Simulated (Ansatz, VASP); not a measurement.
# SnSe: VASP beside Ansatz, part 2 of 2

One calculation is typed for both programs; each brings its own data sets. How far apart do they land? The cell is taken from a series of runs on this material, whose earlier steps may have relaxed, scaled, displaced or heated it; both programs get it as it stands.

VASP 6.6.1 and Ansatz 0.2.0.

So far. Step 2 (VASP: single point, HSE06): The k-mesh is coarse for exact exchange; levels may shift by about 0.1 eV on a finer one.

### Step 3. Ansatz: single point, HSE06

Level of this step: Ansatz beside VASP: Kohn-Sham DFT, plane waves, HSE06 (Ansatz).

Ansatz runs on its default PAW (the set named soft_2) files.

The same cell, functional and mesh now go to Ansatz, which takes its cutoff from its data sets.

Contents of input.yaml:

```yaml
crystal:
  lattice:
    - [11.538288111, 0.0, 0.0]
    - [0.0, 4.1742757603, 0.0]
    - [0.0, 0.0, 4.3795710075]
  atoms:
    - { symbol: Sn, position: [0.1186730098, 0.25, 0.092309409] }
    - { symbol: Sn, position: [0.8813269902, 0.75, 0.907690591] }
    - { symbol: Sn, position: [0.3813269902, 0.75, 0.592309409] }
    - { symbol: Sn, position: [0.6186730098, 0.25, 0.407690591] }
    - { symbol: Se, position: [0.8567357582, 0.25, 0.4796953225] }
    - { symbol: Se, position: [0.1432642418, 0.75, 0.5203046775] }
    - { symbol: Se, position: [0.6432642418, 0.75, 0.9796953225] }
    - { symbol: Se, position: [0.3567357582, 0.25, 0.0203046775] }
kpoints:
  mp_grid: { grid: [2, 4, 4] }
  band_path:
    path:
      - [0.0, 0.0, 0.0]
      - [0.5, 0.0, 0.0]
      - [0.5, 0.5, 0.0]
      - [0.0, 0.5, 0.0]
      - [0.0, 0.0, 0.5]
      - [0.5, 0.0, 0.5]
      - [0.5, 0.5, 0.5]
      - [0.0, 0.5, 0.5]
      - [0.0, 0.0, 0.35]
      - [0.0, 0.3333333333, 0.0]
    npoints: 1
hamiltonian:
  xc: hse06
scf:
  occupations: { method: fixed }
  n_extra_bands: 6
output:
  eigenvalues: true
```

The run is started by

```bash
$ ansatz run input.yaml --threads 8 --pin off --max-ram 55296MiB --backend cuda --devices 1 --max-vram 24GiB --events-out ev --progress --plain --runs-dir out
```

Numbers of over 12 decimals in the logs are rounded to 6 here.

Log:

```text
scf.n_extra_bands = 6 over 60 filled bands (N_el = 120.0): the run solves 66 bands
GPUs: using 1 of 1 available (devices: 1).
Engine: ansatz 0.2.0, x86_64-unknown-linux-gnu
Pseudopotentials: kind: paw
Pseudopotential: Sn, paw, valence charge 14, recommended cutoff 420 eV (normal), Sn.paw.azcp
Pseudopotential: Se, paw, valence charge 16, recommended cutoff 420 eV (normal), Se.paw.azcp
Functional definition: HSE06
  parameter a = 0.25
  parameter omega = 0.11/bohr
  exchange = pbe_x - a*pbe_x_sr(omega) + a*exact_x_sr(omega)
  correlation = pbe_c
davidson cushion auto → on  (no smearing: the cushion is to keep the highest requested band from converging to the state above it; pin scf.eigensolver.cushion to override)
concurrent solve slots: 6 of 8 are kept, ahead of what memory takes: no pass of the eigensolver takes more rounds on 6
device memory: the entry about to start is reckoned to put 6.5 GiB on a device that reports 78.6 GiB free (of which the cap on the GPU budget leaves the run 24.0 GiB)
GPU FFT provider: cuFFT
GPU libraries: cuBLAS 13.8.2, cuFFT 12.4.0, cuSOLVER 12.3.4
Crystal: 8 atoms, lattice volume = 210.938 Å³
Basis set: ecut = 420 eV, 4081 PW (Γ)
Bands: 66, of which v1, the nominal top of the filled ones, is band 60 counted from 1 (59 counted from 0)
Symmetry: 8 space group operations
Space group: Pnma (ITA 62), of the structure as read, at distance tolerance 6.0e-5 Å
k-points: 18 of 32
Non-local potential: Sn, projectors of the file, l = 0: 2, l = 1: 2, l = 2: 2, l = 3: 2
Non-local potential: Se, projectors of the file, l = 0: 2, l = 1: 2, l = 2: 3, l = 3: 1
PAW form: soft (Blöchl's): semilocal exchange-correlation on the pseudo side does not see the compensation charge
PAW frozen core: Sn, regenerated for the run's functional, and the local potential with it (the file was generated under x = pbe(κ = 0.804, μ = 0.219515), c = pbe(β = 0.066725))
PAW frozen core: Se, regenerated for the run's functional, and the local potential with it (the file was generated under x = pbe(κ = 0.804, μ = 0.219515), c = pbe(β = 0.066725))
PAW one-centre angular grid: Sn, 590 points (default); XC on 64 Gauss nodes
PAW one-centre angular grid: Se, 590 points (default); XC on 64 Gauss nodes
Initial density: superposition of atomic densities (neutral atoms: chi_scale 0, normalization atom), corrected by the library's trained network
Initial wavefunctions: pseudopotential atomic-orbital guess
GPU buffer pool allocated for 72000 grid points (all kernels)
GPU transforms: local potential and band sums: pruned to the plane-wave sphere, on 80×27×30
Functional: x = pbe(κ = 0.804, μ = 0.219515), c = pbe(β = 0.066725), warm-up for x = pbe(κ = 0.804, μ = 0.219515) + 0.25 (exact − pbe) at short range (hse, ω = 0.207870 Å⁻¹), c = pbe(β = 0.066725); HSE06 as pw.x's `hse` composes it (authors' and Libxc's form: `xc: wpbeh`)
SCF iter   1: F=—  HF=-45976.613666 eV  |F-HF|=—  |Δ(HF+E_count)|=         —  Δρ=1.39e-3  dr2=4.14e-3  ethr=1.77e-3  ⟨swp⟩=6.3  Hψ=4712  notcnv=0
preconditioner: auto → none  [insulator: Δε(μ)=0.764 eV  Ē_g=15.745 eV  n_scr=56 (ndim 8)  ℏωp=22.9 eV  f_vac=0.001]
SCF iter   2: F=—  HF=-45976.616346 eV  |F-HF|=—  |Δ(HF+E_count)|=   2.68e-3  Δρ=6.90e-4  dr2=1.19e-3  ethr=3.45e-6  ⟨swp⟩=4.6  Hψ=4532  notcnv=0
SCF iter   3: F=—  HF=-45976.616375 eV  |F-HF|=—  |Δ(HF+E_count)|=   2.86e-5  Δρ=3.72e-4  dr2=2.20e-4  ethr=9.93e-7  ⟨swp⟩=3.9  Hψ=3208  notcnv=0
SCF iter   4: F=-45976.616528 eV  HF=-45976.616529 eV  |F-HF|=7.40e-7  |Δ(HF+E_count)|=   1.55e-4  Δρ=1.49e-4  dr2=5.54e-5  ethr=1.84e-7  ⟨swp⟩=3.8  Hψ=3062  notcnv=0
SCF 1 stopped early in 4 iterations: F = -45976.616528 eV  dr2 = 5.54e-5
  greatest PAW one-centre occupation: 1.000 electrons in one spin orbital (limit 2), on the Se atom at site 5 (counted from 0), in its partial waves of l = 2
concurrent solve slots: 6 of 8 are kept, ahead of what memory takes: no pass of the eigensolver takes more rounds on 6
device memory: the entry about to start is reckoned to put 7.4 GiB (of the 7.5 GiB reckoned in all, the device holds 0.1 GiB already) on a device that reports 78.4 GiB free (of which the cap on the GPU budget leaves the run 23.9 GiB)
GPU FFT provider: cuFFT
GPU libraries: cuBLAS 13.8.2, cuFFT 12.4.0, cuSOLVER 12.3.4
Initial density: handed on by an earlier stage of this run
Initial wavefunctions: those handed on with the density
GPU buffer pool allocated for 72000 grid points (all kernels)
GPU transforms: local potential and band sums: pruned to the plane-wave sphere, on 80×27×30
Functional: x = pbe(κ = 0.804, μ = 0.219515) + 0.25 (exact − pbe) at short range (hse, ω = 0.207870 Å⁻¹), c = pbe(β = 0.066725); HSE06 as pw.x's `hse` composes it (authors' and Libxc's form: `xc: wpbeh`)
Exchange kernel: α = 0.2500, screened, ω = 0.2079 Å⁻¹, Wigner–Seitz truncation, v(0) = 1041.9849 eV·Å³, q-mesh 2×4×4, nearest image of the exchange supercell L = 16.70 Å, pair-density grid 50×20×20, without the augmentation charges, whose exchange is taken in its separable form by FFT convolution over the k-point mesh (sized by the pseudopotential files, 80×30×30 at the most), smooth part of the exact exchange by density-matrix convolution in up to 5.68 GiB of GPU memory as planned if the GPU has room (build and FFT work areas not counted)
Frozen-core exchange: fock
SCF iter   1: F=—  HF=-45998.857337 eV  |F-HF|=—  |Δ(HF+E_count)|=         —  Δρ=5.04e-3  dr2=5.09e-2  ethr=4.61e-7  ⟨swp⟩=8.1  Hψ=6730  notcnv=0
preconditioner: auto → none  [insulator: Δε(μ)=1.108 eV  Ē_g=8.904 eV  n_scr=56 (ndim 8)  ℏωp=16.2 eV  f_vac=0.001]
SCF iter   2: F=—  HF=-45998.826615 eV  |F-HF|=—  |Δ(HF+E_count)|=   3.07e-2  Δρ=2.43e-3  dr2=1.19e-2  ethr=4.61e-7  ⟨swp⟩=5.0  Hψ=5174  notcnv=0
SCF iter   3: F=—  HF=-45998.824739 eV  |F-HF|=—  |Δ(HF+E_count)|=   1.88e-3  Δρ=8.26e-4  dr2=4.46e-3  ethr=4.61e-7  ⟨swp⟩=4.2  Hψ=3840  notcnv=0
SCF iter   4: F=—  HF=-45998.854755 eV  |F-HF|=—  |Δ(HF+E_count)|=   3.00e-2  Δρ=8.82e-4  dr2=1.72e-3  ethr=4.61e-7  ⟨swp⟩=4.5  Hψ=5024  notcnv=0
SCF iter   5: F=—  HF=-45998.854199 eV  |F-HF|=—  |Δ(HF+E_count)|=   5.55e-4  Δρ=1.55e-4  dr2=2.12e-4  ethr=4.61e-7  ⟨swp⟩=4.0  Hψ=4093  notcnv=0
SCF iter   6: F=—  HF=-45998.854977 eV  |F-HF|=—  |Δ(HF+E_count)|=   7.78e-4  Δρ=1.81e-4  dr2=9.03e-5  ethr=8.69e-8  ⟨swp⟩=4.2  Hψ=3893  notcnv=0
iter 7 solved again at ethr=1.80e-9 eV; its pass at ethr=7.02e-8 eV (dr2=2.15e-6 eV) is discarded
SCF iter   7: F=-45998.854953 eV  HF=-45998.854954 eV  |F-HF|=5.93e-7  |Δ(HF+E_count)|=   2.34e-5  Δρ=3.47e-5  dr2=7.89e-6  ethr=1.80e-9  ⟨swp⟩=4.0  Hψ=6729  notcnv=0
eigensolver tolerance schedule: the retry pair's looser diagonalisation over-reported the residual by 0.25 of it (diagonalisation noise at 0.26 of the residual, at the tolerance the schedule requests for it); recorded, not acted on — ethr = c·dr2/N_el stays at c = 1.0e-1
SCF 2 stopped early in 7 iterations: F = -45998.854953 eV  dr2 = 7.89e-6
hybrid outer 1: dexx = +3.513e-2 eV, tail = 4.38e-4 eV
GPU FFT provider: cuFFT
GPU libraries: cuBLAS 13.8.2, cuFFT 12.4.0, cuSOLVER 12.3.4
GPU buffer pool allocated for 72000 grid points (all kernels)
GPU transforms: local potential and band sums: pruned to the plane-wave sphere, on 80×27×30
Exchange kernel: α = 0.2500, screened, ω = 0.2079 Å⁻¹, Wigner–Seitz truncation, v(0) = 1041.9849 eV·Å³, q-mesh 2×4×4, nearest image of the exchange supercell L = 16.70 Å, pair-density grid 50×20×20, without the augmentation charges, whose exchange is taken in its separable form by FFT convolution over the k-point mesh (sized by the pseudopotential files, 80×30×30 at the most), smooth part of the exact exchange by density-matrix convolution in up to 5.68 GiB of GPU memory as planned if the GPU has room (build and FFT work areas not counted)
Frozen-core exchange: fock
SCF iter   1: F=—  HF=-45998.854132 eV  |F-HF|=—  |Δ(HF+E_count)|=         —  Δρ=5.80e-5  dr2=1.07e-5  ethr=1.83e-6  ⟨swp⟩=2.7  Hψ=2656  notcnv=0
preconditioner: auto → none  [insulator: Δε(μ)=1.105 eV  Ē_g=8.890 eV  n_scr=56 (ndim 8)  ℏωp=16.2 eV  f_vac=0.001]
SCF iter   2: F=—  HF=-45998.854153 eV  |F-HF|=—  |Δ(HF+E_count)|=   2.05e-5  Δρ=4.25e-5  dr2=4.76e-6  ethr=7.84e-9  ⟨swp⟩=4.9  Hψ=4717  notcnv=0
iter 3 solved again at ethr=1.57e-10 eV; its pass at ethr=3.48e-9 eV (dr2=1.88e-7 eV) is discarded
SCF iter   3: F=—  HF=-45998.854151 eV  |F-HF|=—  |Δ(HF+E_count)|=   1.32e-6  Δρ=1.40e-5  dr2=2.40e-7  ethr=1.57e-10  ⟨swp⟩=3.0  Hψ=5970  notcnv=0
eigensolver tolerance schedule: the retry pair's looser diagonalisation over-reported the residual by 0.17 of it (diagonalisation noise at 0.18 of the residual, at the tolerance the schedule requests for it); recorded, not acted on — ethr = c·dr2/N_el stays at c = 1.0e-1
SCF iter   4: F=-45998.854152 eV  HF=-45998.854152 eV  |F-HF|=3.20e-9  |Δ(HF+E_count)|=   8.31e-7  Δρ=3.41e-6  dr2=1.53e-8  ethr=1.34e-10  ⟨swp⟩=5.0  Hψ=3830  notcnv=0  defer=4
SCF 3 converged in 4 iterations: F = -45998.854152 eV  dr2 = 1.53e-8
  greatest PAW one-centre occupation: 1.000 electrons in one spin orbital (limit 2), on the Se atom at site 7 (counted from 0), in its partial waves of l = 2
hybrid outer 2: dexx = +7.151e-6 eV, tail = 3.06e-7 eV, Δε = 1.96e-3 eV (about 9.07e-5 eV left of the loop's levels)
device memory: the entry about to start is reckoned to put 1.4 GiB on a device that reports 78.5 GiB free (of which the cap on the GPU budget leaves the run 24.0 GiB)
NSCF: frozen V_eff on 10 k-points
hybrid SCF converged: 2 outer / 11 inner (+4 warm-up), last move |dexx| = 7.15e-6 eV, tail = 3.06e-7 eV
Stability not checked: this state was not tested for a lower state beside it, because the functional holds exact exchange (a hybrid, or Hartree-Fock), whose exchange loop this test does not read (fock_operator; see scf.lower_state_search)
Free energy (F): -45998.854151 eV
Frozen-core exchange: fock
Harris-Foulkes:  -45998.854151 eV  (|F-HF|=3.20e-9)
Internal energy: -45998.854151 eV  (E = F + TS)
E sigma→0 (E₀):  -45998.854151 eV
Fermi energy:    8.759813 eV
--- Per-component energies (eV) ---
  E_band       = -2161.468733
  E_kinetic    = 1210.585756
  E_local      = -13117.363809  (includes V_loc(G=0)·N_el)
  E_nonlocal   = -2520.189974
  E_hartree    = 6937.924922
  E_xc         = -1539.176987
  E_vxc        = -624.171690  (∫ρ·V_xc dr)
  E_exx        = -417.646474  (= α·E_x^exact, valence–valence)
  E_paw        = -24189.854457  (= ΣΔE_a)
  E_vpaw       = -150.876640  (= ΣTr[D̂ρ^β])
  E_aug_tail   = -0.002362  (compensation charges beyond the density's cutoff)
  E_ewald      = -12359.882338
  E_core_change = -3.248427  (= ΣΔE_core)
  E_smearing   = -0.000000  (= −TS)
  E_closure    = -0.000000  (closes the sum)
  Σ components = -45998.854151   (vs F -45998.854151, Δ=0.00e0)
--- Band table (eV; the first three rows and the last of 18) ---
  k-point 0: bands = [... 56 lower, 7.0061, 7.4122, 8.0807, 8.2437, 9.8648, 12.5311, 12.5653, 12.6027, ... 2 higher]
  k-point 1: bands = [... 56 lower, 7.5877, 7.7778, 8.1903, 8.5580, 10.2473, 10.7735, 11.5597, 11.6898, ... 2 higher]
  k-point 2: bands = [... 56 lower, 8.1517, 8.1517, 8.7386, 8.7386, 10.5771, 10.5771, 10.8581, 10.8581, ... 2 higher]
  k-point 17: bands = [... 56 lower, 7.0613, 7.0613, 7.0613, 7.0613, 11.8588, 11.8588, 11.8588, 11.8588, ... 2 higher]
```

In the SCF lines HF is the Harris–Foulkes energy and dr2 the Hartree energy of the density residual, in eV; the loop may stop once dr2 is under the threshold and the program's other checks hold. Hψ counts applications of the Hamiltonian.

### Step 4. Side by side

Known differences besides the potentials themselves: exact exchange at q = 0 is treated differently, which shows on coarse meshes; VASP keeps PBE cores, Ansatz makes them for the functional; fixed occupations in Ansatz, narrow Gaussian smearing in VASP; the data sets hold 120 valence electrons in Ansatz (on its default PAW (the set named soft_2) files) and 80 in VASP; the cutoff is 420 eV in Ansatz and 400 eV in VASP; VASP takes a coarser grid for exact exchange (PRECFOCK = Fast). Total energies have different zeros and are not compared.

Both answers:

```
              quantity  Ansatz   VASP  difference
gap on the k mesh (eV)   1.105  1.104      +0.001
```

A gap on the mesh is an upper bound, since the band edges may lie between its points.

### Step 5. What came out

| Property | Result |
| --- | --- |
| difference in gap on the k mesh (single point, HSE06) | 0.0014 eV |

What this shows: The difference in gap on the k mesh is 0.0014 eV (single point, HSE06), within the 0.08 eV picked in this series as the mark of a large difference. The data sets hold unlike numbers of valence electrons (120 in Ansatz and 80 in VASP), so part of the differences may come from the potentials. Such differences can come from data sets, numerical settings and the points named under the comparisons, not from the functional's error against experiment.

[Lines on the potential files, build, host, timing and source positions are cut from VASP's logs without a mark.]

[Logs are printed without paths, hosts, clocks, repeated set-up lines and the standing remarks that a program may print on its own settings, such as how far it seeks lower states.]

[Hosts, paths, dates, database ids (printed as entryN), source tags and the programs' standing remarks are cut or masked in the printed files.]
